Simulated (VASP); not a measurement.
Here is the system:

```
CELL_PARAMETERS angstrom
      3.95351     0.00000     0.00000
     -1.97676     3.42384     0.00000
      0.00000     0.00000     5.02089
ATOMIC_POSITIONS crystal
  Cu 0.00000 0.00000 0.00000
  Te 0.33333 0.66667 0.27439
  Te 0.66667 0.33333 0.72561
```

Calculation: PBEsol GGA with spin-orbit coupling, VASP's PBE PAW potentials (set 64) (plane waves; VASP). Settings: 400 eV cut-off, 8×8×6 Γ-centred mesh, Gaussian smearing of 0.050 eV, potentials Cu Te.

### Question
Give the energies of bands 15 to 28 at the high-symmetry points, in eV from the Fermi level.

### Answer

```tsv
band	Γ	M	K	A	L	H
15	-2.84	-3.18	-3.20	-1.96	-3.15	-3.42
16	-2.84	-3.18	-3.20	-1.96	-3.15	-3.42
17	-0.46	-3.09	-2.07	-1.24	-3.01	-3.14
18	-0.46	-3.09	-2.07	-1.24	-3.01	-3.14
19	-0.31	-2.86	-2.06	-0.95	-1.80	-2.93
20	-0.31	-2.86	-2.06	-0.95	-1.80	-2.93
21	-0.04	-2.79	-1.55	-0.54	-0.89	-2.87
22	-0.04	-2.79	-1.55	-0.54	-0.89	-2.87
23	0.40	-1.04	-1.41	0.75	-0.31	2.11
24	0.40	-1.04	-1.41	0.75	-0.31	2.11
25	2.15	1.70	-1.29	1.26	0.39	2.42
26	2.15	1.70	-1.29	1.26	0.39	2.42
27	3.46	2.86	2.39	4.39	4.43	6.53
28	3.46	2.86	2.39	4.39	4.43	6.53
```

It has no gap at this level: it comes out as a metal or semimetal.

The structure comes from a computed database's CuTe2 entry (P-3m1); how it stands against other phases isn't given here. It was relaxed first.
